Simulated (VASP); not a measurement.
Given:

```
CELL_PARAMETERS angstrom
      2.11406    -3.66166     0.00000
      2.11406     3.66166     0.00000
      0.00000     0.00000     6.87118
ATOMIC_POSITIONS crystal
  Cd 0.66667 0.33333 0.50001
  Cd 0.33333 0.66667 0.00001
  S  0.66667 0.33333 0.87699
  S  0.33333 0.66667 0.37699
```

Computed with AM05 GGA, VASP's PBE PAW potentials (set 64) (plane waves; VASP). Numerical set-up: 520 eV cut-off, 6×6×4 Γ-centred mesh, Gaussian smearing of 0.050 eV, potentials Cd S.

Problem. Give the stress tensor in GPa (positive for a compressed cell).

Solution. 
```
-2.92   0.00   0.00
 0.00  -2.92   0.00
 0.00   0.00  -2.89
```
The pressure is its mean diagonal, -2.91 GPa.

The compound is CdS in the wurtzite structure. This cell is one point of a volume scan, at 1.06 of the reference volume.
